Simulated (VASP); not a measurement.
Energy against volume of CdSe (zinc blende). Method: RPBE GGA, VASP's PBE PAW potentials (set 64) (plane waves; VASP 6.6.1).

```tsv
V (Å³/atom)	E (eV/atom)
29.315	-2.42407
30.251	-2.43582
31.186	-2.43944
32.122	-2.43621
33.058	-2.42720
```

Q: Fit a third-order Birch-Murnaghan equation of state.

A: 
```
Item                                             Result
---------------------------------------  --------------
volume per atom                          31.19 Å^3/atom
bulk modulus                                   39.0 GPa
pressure derivative of the bulk modulus            4.68
lattice constant a                              6.295 Å
```

Measured: a 6.077 Å (computed value off by +3.6 %), as given by arXiv:1206.3780. The calculation is for a static lattice, while the measured a holds thermal and zero-point effects, which are part of the difference.

The compound is CdSe in the zinc blende structure, whereas wurtzite is the usual form. It was relaxed first, which changed the volume by +13 %.
